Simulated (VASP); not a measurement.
Here is the system:

```xyz
3
Lattice="0.0000 2.5015 2.5015 2.5015 0.0000 2.5015 2.5015 2.5015 0.0000" Properties=species:S:1:pos:R:3 pbc="T T T"
Hf     0.0000     0.0000     0.0000
O      1.2507     1.2507     1.2507
O      3.7522     3.7522     3.7522
```

The numbers are results of r2SCAN meta-GGA, VASP's PBE PAW potentials (set 64) (plane waves; VASP), not measurements. Run with 620 eV cut-off, 8×8×8 Γ-centred mesh, Gaussian smearing of 0.050 eV, potentials Hf_pv O.

Unless said otherwise, spin-orbit coupling is left out, though it shifts the bands of the heavy elements here.

Task: What does the run give for the energy per atom (σ→0), pressure, band gap (on the k-mesh) with the smallest direct gap where there is one?

Result: 
- band gap (on the k-mesh): 4.42 eV
- smallest direct gap (on the k-mesh): 4.42 eV
- energy per atom (σ→0): -22.851 eV/atom
- pressure: 4.93 GPa

The compound is HfO2 in the fluorite structure, the high-temperature cubic form, which is unstable at 0 K; the monoclinic form is the stable one. It was relaxed first under an external pressure of 5 GPa.
